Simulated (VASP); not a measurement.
Given:

```xyz
1
Lattice="0.0000 1.8271 1.8271 1.8271 0.0000 1.8271 1.8271 1.8271 0.0000" Properties=species:S:1:pos:R:3 pbc="T T T"
Cu     0.0000     0.0000     0.0000
```

The numbers are results of TPSS meta-GGA, VASP's PBE PAW potentials (set 64) (plane waves; VASP), not measurements. Settings: 520 eV cut-off, 17×17×17 Γ-centred mesh, first-order Methfessel-Paxton smearing of 0.10 eV, potentials Cu.

What does the run give for the energy per atom (σ→0), pressure, band gap (on the k-mesh) with the smallest direct gap where there is one?

The band gap (on the k-mesh) is none (metal, semimetal or under 0.01 eV) and the energy per atom (σ→0) comes out as -11.619 eV/atom. The pressure is -8.80 GPa.

Only differences to runs with the same potentials and settings are physical.

The compound is Cu in the fcc structure. This cell is one point of a volume scan, at 1.06 of the reference volume.
